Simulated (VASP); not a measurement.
Data:

```
CELL_PARAMETERS angstrom
      2.52771     1.45938     2.80851
     -2.52771     1.45938     2.80851
      0.00000    -2.91875     2.80851
ATOMIC_POSITIONS crystal
  Ag 0.99804 0.99804 0.99804
  N  0.57411 0.57411 0.57411
  O  0.43487 0.43488 0.85948
  O  0.85948 0.43488 0.43488
  O  0.43487 0.85948 0.43488
```

The numbers are results of PBEsol GGA, VASP's PBE PAW potentials (set 64) (plane waves; VASP 6.6.1), not measurements. Run with 400 eV cut-off, 6×6×6 Γ-centred mesh, Fermi-Dirac smearing of 0.010 eV, potentials Ag N O.

At this cut-off the stress carries a Pulay error, which pulls relaxed volumes low.

Task: Give the force on each atom (eV/Å).

Result: 
| atom | Fx | Fy | Fz |
|---|---|---|---|
| Ag1 | 0.000 | 0.000 | 0.012 |
| N2 | 0.000 | 0.000 | -0.065 |
| O3 | 0.000 | -2.010 | 0.017 |
| O4 | 1.741 | 1.005 | 0.017 |
| O5 | -1.741 | 1.005 | 0.017 |

Task: Give the stress tensor in GPa (positive for a compressed cell).

Result: 
```
 2.45   0.00   0.00
 0.00   2.45   0.00
 0.00   0.00  -8.22
```
The pressure is its mean diagonal, -1.11 GPa.

The structure comes from a computed database's AgNO3 entry (R3m); how it stands against other phases isn't given here. The cell was not relaxed at this level.
